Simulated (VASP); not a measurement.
Data:

```
Ir
1.0
    0.00000     1.96789     1.96789
    1.96789     0.00000     1.96789
    1.96789     1.96789     0.00000
Ir
1
Cartesian
  0.00000   0.00000   0.00000
```

All values below come from optB86b-vdW, VASP's PBE PAW potentials (set 64) (plane waves; VASP). Run with 520 eV cut-off, 16×16×16 Γ-centred mesh, first-order Methfessel-Paxton smearing of 0.10 eV, potentials Ir.

Problem. Give the stress tensor in GPa (positive for a compressed cell).

Solution. 
```
-18.02    0.00    0.00
  0.00  -18.02    0.00
  0.00    0.00  -18.02
```
The pressure is its mean diagonal, -18.02 GPa.

The compound is Ir in the fcc structure. This cell is one point of a volume scan, at 1.06 of the reference volume.
